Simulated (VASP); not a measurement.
Input of a VASP 6.6.1 run:

POSCAR

```
KZr2
1.0
    0.0000000000      3.5791200000      3.5791200000
    3.5791200000      0.0000000000      3.5791200000
    3.5791200000      3.5791200000      0.0000000000
K Zr
1 2
Direct
    0.0000000000      0.0000000000      0.0000000000
    0.2500000000      0.2500000000      0.2500000000
    0.7500000000      0.7500000000      0.7500000000
```

The input INCAR.step1:

```
PREC = Accurate ; ENCUT = 520
EDIFF = 1E-6 ; ISMEAR = -1
SIGMA = 0.05 ; LREAL = False
LASPH = True ; NELM = 100
ALGO = Normal ; ISIF = 2
LWAVE = False ; LCHARG = True
LMAXMIX = 4 ; GGA = PE
```

KPOINTS.step1

```
regular mesh
0
Gamma
  5 5 5
```

The input INCAR.step2:

```
PREC = Accurate ; ENCUT = 520
EDIFF = 1E-6 ; ISMEAR = 0
SIGMA = 0.05 ; LREAL = False
LASPH = True ; NELM = 100
ALGO = Normal ; ISIF = 2
LWAVE = False ; LCHARG = False
LMAXMIX = 4 ; GGA = PE
ICHARG = 11
```

KPOINTS.step2

```
path GXWKGLUWLK,UX
10
line-mode
reciprocal
 0.0000000000  0.0000000000  0.0000000000  G
 0.5000000000  0.0000000000  0.5000000000  X

 0.5000000000  0.0000000000  0.5000000000  X
 0.5000000000  0.2500000000  0.7500000000  W

 0.5000000000  0.2500000000  0.7500000000  W
 0.3750000000  0.3750000000  0.7500000000  K

 0.3750000000  0.3750000000  0.7500000000  K
 0.0000000000  0.0000000000  0.0000000000  G

 0.0000000000  0.0000000000  0.0000000000  G
 0.5000000000  0.5000000000  0.5000000000  L

 0.5000000000  0.5000000000  0.5000000000  L
 0.6250000000  0.2500000000  0.6250000000  U

 0.6250000000  0.2500000000  0.6250000000  U
 0.5000000000  0.2500000000  0.7500000000  W

 0.5000000000  0.2500000000  0.7500000000  W
 0.5000000000  0.5000000000  0.5000000000  L

 0.5000000000  0.5000000000  0.5000000000  L
 0.3750000000  0.3750000000  0.7500000000  K

 0.6250000000  0.2500000000  0.6250000000  U
 0.5000000000  0.0000000000  0.5000000000  X
```

Potentials or basis: VASP PAW PBE potentials, release 64 (K_sv, Zr_sv).

Launch:

```sh
$ cat potpaw_PBE.64/K_sv/POTCAR potpaw_PBE.64/Zr_sv/POTCAR > POTCAR
$ cp INCAR.step1 INCAR
$ cp KPOINTS.step1 KPOINTS
$ mpirun -np 1 vasp_std > vasp.out
$ cp INCAR.step2 INCAR
$ cp KPOINTS.step2 KPOINTS
$ mpirun -np 1 vasp_std > vasp.out
```

(1) Estimate the band gap along the path.

Answers

(1) none (metal or under the smearing width).
